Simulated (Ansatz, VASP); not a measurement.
# Rb2TcCl6: VASP beside Ansatz, part 2 of 2

One calculation is typed for both programs; each brings its own data sets. How far apart do they land? The cell is generated by rule, not measured, and may not be a known phase. The two relaxations start from unlike cells of this crystal (the structure described is Ansatz's start), so only their ends are compared.

VASP 6.6.1 and Ansatz 0.2.0.

So far: Starting point; VASP: relaxation of cell and atoms, LDA.

The structure was built from a prototype and need not be the compound's stable phase.

**3. Ansatz: relaxation of cell and atoms, LDA**

Level of this step: Ansatz beside VASP: Kohn-Sham DFT, plane waves, LDA (Ansatz).

Ansatz runs on its default PAW (the set named soft_2) files.

Its own start cell and the same functional (in two slightly different forms), mesh and smearing now go to Ansatz, which takes its cutoff from its data sets.

Contents of input.yaml:

```yaml
crystal:
  lattice:
    - [0.0, 5.0682585648, 5.0682585648]
    - [5.0682585648, 0.0, 5.0682585648]
    - [5.0682585648, 5.0682585648, 0.0]
  atoms:
    - { symbol: Rb, position: [0.25, 0.25, 0.25] }
    - { symbol: Rb, position: [0.75, 0.75, 0.75] }
    - { symbol: Tc, position: [0.0, 0.0, 0.0] }
    - { symbol: Cl, position: [0.2525522295, 0.2525522295, 0.7474477705] }
    - { symbol: Cl, position: [0.7474477705, 0.7474477705, 0.2525522295] }
    - { symbol: Cl, position: [0.2525522295, 0.7474477705, 0.2525522295] }
    - { symbol: Cl, position: [0.7474477705, 0.2525522295, 0.7474477705] }
    - { symbol: Cl, position: [0.7474477705, 0.2525522295, 0.2525522295] }
    - { symbol: Cl, position: [0.2525522295, 0.7474477705, 0.7474477705] }
kpoints:
  mp_grid: { grid: [4, 4, 4] }
hamiltonian:
  xc: lda
scf:
  occupations: { method: fermi_dirac, width: 0.02 }
relax:
  f_tol: 0.01
  max_steps: 80
  cell: {}
```

The run is started by

```console
$ ansatz run input.yaml --threads 4 --pin off --max-ram 14745MiB --backend cpu --events-out ev --progress --plain --runs-dir out
```

Numbers of over 12 decimals in the logs are rounded to 6 here.

Output:

```text
Engine: ansatz 0.2.0, aarch64-unknown-linux-gnu
Pseudopotentials: kind: paw
Pseudopotential: Rb, paw, valence charge 9, recommended cutoff 420 eV (normal), Rb.paw.azcp
Pseudopotential: Tc, paw, valence charge 15, recommended cutoff 500 eV (normal), Tc.paw.azcp
Pseudopotential: Cl, paw, valence charge 7, recommended cutoff 420 eV (normal), Cl.paw.azcp
Functional definition: SPW92
  exchange = slater_x
  correlation = pw_c
Crystal: 9 atoms, lattice volume = 260.379 Å³
Basis set: ecut = 500 eV, 6615 PW (Γ)
Bands: 47, of which v1, the nominal top of the filled ones, is band 38 counted from 1 (37 counted from 0)
Symmetry: 48 space group operations
Space group: Fm-3m (ITA 225), of the structure as read, at distance tolerance 6.4e-5 Å
k-points: 8 of 64
Non-local potential: Rb, projectors of the file, l = 0: 3, l = 1: 2, l = 2: 2
Non-local potential: Tc, projectors of the file, l = 0: 3, l = 1: 3, l = 2: 2, l = 3: 2
Non-local potential: Cl, projectors of the file, l = 0: 2, l = 1: 2, l = 2: 2
PAW form: soft (Blöchl's): semilocal exchange-correlation on the pseudo side does not see the compensation charge
PAW frozen core: Rb, regenerated for the run's functional, and the local potential with it (the file was generated under x = pbe(κ = 0.804, μ = 0.219515), c = pbe(β = 0.066725))
PAW frozen core: Tc, regenerated for the run's functional, and the local potential with it (the file was generated under x = pbe(κ = 0.804, μ = 0.219515), c = pbe(β = 0.066725))
PAW frozen core: Cl, regenerated for the run's functional, and the local potential with it (the file was generated under x = pbe(κ = 0.804, μ = 0.219515), c = pbe(β = 0.066725))
PAW one-centre angular grid: Rb, 110 points (default); XC on 64 Gauss nodes
PAW one-centre angular grid: Tc, 590 points (default); XC on 64 Gauss nodes
PAW one-centre angular grid: Cl, 110 points (default); XC on 64 Gauss nodes
Initial density: superposition of atomic densities (chi_scale 0.1, normalization cell, long waves kept (reshape's long-wave potential 0.01 eV rms))
Initial wavefunctions: pseudopotential atomic-orbital guess
Functional: x = slater, c = lda
SCF iter   1: F=—  HF=-17905.431069 eV  |F-HF|=—  |Δ(HF+E_count)|=         —  Δρ=1.13e-1  dr2=8.47e1  ethr=3.10e-3  ⟨swp⟩=9.1  Hψ=1696  notcnv=0
preconditioner: auto → Kerker (q_TF=auto, 2.217 Å⁻¹)  [metal: Δε(μ)=0.006 eV  Ē_g=10.124 eV  σ=0.020 eV  W_gap=0.07  n_scr=58 (ndim 8)  ℏωp=18.3 eV  f_vac=0.002  D(μ)=47.95/eV (n_scr^D=868)]
SCF iter   2: F=—  HF=-17899.248822 eV  |F-HF|=—  |Δ(HF+E_count)|=    6.18e0  Δρ=4.36e-2  dr2=1.48e1  ethr=3.10e-3  ⟨swp⟩=3.0  Hψ=744  notcnv=0  defer=20
preconditioner: auto → Resta (q_TF=auto, 2.217 Å⁻¹)  ε∞=4.2  [insulator: Δε(μ)=0.065 eV  Ē_g=10.137 eV  σ=0.020 eV  W_gap=0.51  n_scr=58 (ndim 8)  ℏωp=18.3 eV  f_vac=0.001  D(μ)=13.87/eV (n_scr^D=136)  ε∞_Penn≈4.2]
SCF iter   3: F=—  HF=-17897.032301 eV  |F-HF|=—  |Δ(HF+E_count)|=    2.22e0  Δρ=1.34e-2  dr2=1.10e0  ethr=3.10e-3  ⟨swp⟩=3.8  Hψ=699  notcnv=0  defer=20
SCF iter   4: F=—  HF=-17896.757613 eV  |F-HF|=—  |Δ(HF+E_count)|=   2.75e-1  Δρ=3.19e-3  dr2=6.81e-2  ethr=1.47e-3  ⟨swp⟩=3.9  Hψ=530  notcnv=0  defer=17
SCF iter   5: F=—  HF=-17896.733944 eV  |F-HF|=—  |Δ(HF+E_count)|=   2.37e-2  Δρ=1.57e-3  dr2=1.37e-2  ethr=9.08e-5  ⟨swp⟩=4.5  Hψ=739  notcnv=0  defer=16
SCF iter   6: F=—  HF=-17896.733345 eV  |F-HF|=—  |Δ(HF+E_count)|=   5.99e-4  Δρ=7.02e-4  dr2=2.45e-3  ethr=1.83e-5  ⟨swp⟩=1.0  Hψ=360  notcnv=0  defer=16
SCF iter   7: F=—  HF=-17896.733110 eV  |F-HF|=—  |Δ(HF+E_count)|=   2.35e-4  Δρ=2.74e-4  dr2=3.97e-4  ethr=3.27e-6  ⟨swp⟩=2.0  Hψ=376  notcnv=0  defer=16
SCF iter   8: F=—  HF=-17896.733071 eV  |F-HF|=—  |Δ(HF+E_count)|=   3.87e-5  Δρ=8.49e-5  dr2=3.36e-5  ethr=5.30e-7  ⟨swp⟩=2.0  Hψ=376  notcnv=0  defer=16
SCF iter   9: F=—  HF=-17896.732948 eV  |F-HF|=—  |Δ(HF+E_count)|=   1.23e-4  Δρ=2.06e-5  dr2=2.24e-6  ethr=4.48e-8  ⟨swp⟩=2.0  Hψ=391  notcnv=0  defer=16
SCF iter  10: F=-17896.732948 eV  HF=-17896.732948 eV  |F-HF|=4.95e-9  |Δ(HF+E_count)|=   3.05e-7  Δρ=1.51e-6  dr2=9.86e-9  ethr=1.33e-10  ⟨swp⟩=3.8  Hψ=1525  notcnv=0
SCF 1 converged in 10 iterations: F = -17896.732948 eV  dr2 = 9.86e-9
  greatest PAW one-centre occupation: 0.990 electrons in one spin orbital (limit 2), on the Tc atom at site 2 (counted from 0), in its partial waves of l = 0
relax step   1: F+E_penalty+E_count = -17896.73294757 eV  Δ(F+E_penalty+E_count) = +0.000e0 eV  max|allowed force component| = 2.011e0 eV/Å  Δτ_max = 0.0000 Å  P = -8.335 GPa  Ω = 260.379 Å³  (10 SCF iters, dr2 threshold 1.00e-7 eV, accepted)
[...]
relax step   3: F+E_penalty+E_count = -17898.87297940 eV  Δ(F+E_penalty+E_count) = -1.954e-1 eV  max|allowed force component| = 1.463e-1 eV/Å  Δτ_max = 0.1089 Å  P = -0.785 GPa  Ω = 215.799 Å³  energy of the carried Pulay correction = +2.511e-3 eV  (7 SCF iters, dr2 threshold 9.00e-7 eV, accepted)
[...]
relax step   4: F+E_penalty+E_count = -17898.87804900 eV  Δ(F+E_penalty+E_count) = -5.070e-3 eV  max|allowed force component| = 4.471e-2 eV/Å  Δτ_max = 0.0061 Å  P = +0.461 GPa  Ω = 209.978 Å³  energy of the carried Pulay correction = +2.875e-3 eV  (6 SCF iters, dr2 threshold 9.00e-7 eV, accepted)
[...]
relax step   5: F+E_penalty+E_count = -17898.88092533 eV  Δ(F+E_penalty+E_count) = -2.876e-3 eV  max|allowed force component| = 2.816e-3 eV/Å  Δτ_max = 0.0053 Å  P = -0.000 GPa  Ω = 212.555 Å³  energy of the carried Pulay correction = +2.713e-3 eV  (6 SCF iters, dr2 threshold 5.31e-7 eV, accepted)
[...]
relax step   6: F+E_penalty+E_count = -17898.87950275 eV  Δ(F+E_penalty+E_count) = +1.423e-3 eV  max|allowed force component| = 2.852e-3 eV/Å  Δτ_max = 0.0000 Å  P = -0.007 GPa  Ω = 212.555 Å³  stress off target by 6.71e-3 GPa  SCF on the basis re-selected at this cell (its energy is not comparable with the rows above)  (7 SCF iters)
basis re-selected at this cell: Δ(F+E_penalty+E_count) = +1.423e-3 eV, ΔP = -0.006 GPa vs the last step (what re-selecting the basis moved, of the pressure what is left beyond the Pulay correction that the steps carried, after the strain that the cell walked since its last selection, with what the two solves' SCF thresholds leave and, on support functions, any second-order correction that the steps lacked; it is no measure of the basis error at this ecutwfc). The dense FFT grid was sized anew with the basis: this SCF ran on 50×50×50 points, the steps before it on 54×54×54, so part of this shift can come from that change (see relax.cell in the input reference). [rest of the remark cut]
SCF converged after 7 iterations
Free energy (F): -17898.879503 eV
Harris-Foulkes:  -17898.879503 eV  (|F-HF|=3.64e-12)
Internal energy: -17898.860673 eV  (E = F + TS)
E sigma→0 (E₀):  -17898.870088 eV
Entropy (-TS):   -0.018829 eV (-2.092 meV/atom)
Fermi energy:    5.567713 eV
--- Per-component energies (eV) ---
  E_band       = -474.511245
  E_kinetic    = 1976.817890
  E_local      = -4853.017277  (includes V_loc(G=0)·N_el)
  E_nonlocal   = 830.074572
  E_hartree    = 1529.868777
  E_xc         = -1130.964097
  E_vxc        = -1295.057764  (∫ρ·V_xc dr)
  E_paw        = -11962.087805  (= ΣΔE_a)
  E_vpaw       = -193.066516  (= ΣTr[D̂ρ^β])
  E_aug_tail   = 0.000249  (compensation charges beyond the density's cutoff)
  E_ewald      = -4291.750173
  E_core_change = 2.197190  (= ΣΔE_core)
  E_smearing   = -0.018829  (= −TS)
  E_closure    = 0.000000  (closes the sum)
  Σ components = -17898.879503   (vs F -17898.879503, Δ=0.00e0)
--- Forces (eV/Å), atoms counted from 1 ---
  atom   1  Rb    -0.00000000     0.00000000     0.00000000
  atom   2  Rb     0.00000000    -0.00000000     0.00000000
  atom   3  Tc    -0.00000000     0.00000000     0.00000000
  atom   4  Cl     0.00000000     0.00000000    -0.00285182
  atom   5  Cl    -0.00000000    -0.00000000     0.00285182
  atom   6  Cl     0.00000000    -0.00285182     0.00000000
  atom   7  Cl    -0.00000000     0.00285182    -0.00000000
  atom   8  Cl    -0.00285182    -0.00000000     0.00000000
  atom   9  Cl     0.00285182     0.00000000    -0.00000000
  max |Σ_I F_I| component: 6.36e-18 eV/Å
--- Stress (GPa, compression-positive) ---
       -0.006709      -0.000000       0.000000
       -0.000000      -0.006709       0.000000
        0.000000       0.000000      -0.006709
  P = ⅓ Tr σ = -0.0067 GPa (-0.067 kbar)
--- Relaxed structure (5 steps of the walk, 5 accepted, 1 SCFs on fresh bases) ---
  F+E_penalty+E_count = -17898.87950275 eV   max|allowed force component| = 2.852e-3 eV/Å   (the final SCF, on the basis selected at the relaxed cell)
  cell:  # Å, volume = 212.5547 Å³
    - [0, 4.736748, 4.736748]
    - [4.736748, 0, 4.736748]
    - [4.736748, 4.736748, 0]
  atoms:
    - { symbol: Rb, position: [0.25, 0.25, 0.25] }
    - { symbol: Rb, position: [0.750000, 0.750000, 0.750000] }
    - { symbol: Tc, position: [1.6162848921247563e-19, -7.701122133065097e-19, -1.6162848921247602e-19] }
    - { symbol: Cl, position: [0.244493, 0.244493, 0.755507] }
    - { symbol: Cl, position: [0.755507, 0.755507, 0.244493] }
    - { symbol: Cl, position: [0.244493, 0.755507, 0.244493] }
    - { symbol: Cl, position: [0.755507, 0.244493, 0.755507] }
    - { symbol: Cl, position: [0.755507, 0.244493, 0.244493] }
    - { symbol: Cl, position: [0.244493, 0.755507, 0.755507] }
```

**4. Differences**

Known differences besides the potentials themselves: the two LDA forms differ slightly; the data sets hold 75 valence electrons in Ansatz (on its default PAW (the set named soft_2) files) and 73 in VASP; VASP's log shows a relativistic correction to its local exchange, Ansatz's none; Ansatz adds a Pulay correction to the stress that steers its cell, VASP none. Total energies have different zeros and are not compared.

Both answers:

```tsv
quantity	Ansatz	VASP	difference
volume (Å³)	212.55	212.15	+0.19 %
edge a after relaxation, in the typed setting (Å)	6.699	6.695	+0.06 %
```

**5. Outcome**

```
difference in volume (relaxation of cell and atoms, LDA) : 0.19 %
```

In words: The difference in volume is 0.19 % (relaxation of cell and atoms, LDA), within the 1.2 % picked in this series as the mark of a large difference, as far as the stopping tolerances let one tell. The data sets hold unlike numbers of valence electrons (75 in Ansatz and 73 in VASP), so part of the differences may come from the potentials. Such differences can come from data sets, numerical settings and the points named under the comparisons, not from the functional's error against experiment.

[Lines on the potential files, build, host, timing and source positions are cut from VASP's logs without a mark.]

[Logs are printed without paths, hosts, clocks, repeated set-up lines and the standing remarks that a program may print on its own settings, such as how far it seeks lower states.]

[Hosts, paths, dates, database ids (printed as entryN), source tags and the programs' standing remarks are cut or masked in the printed files.]
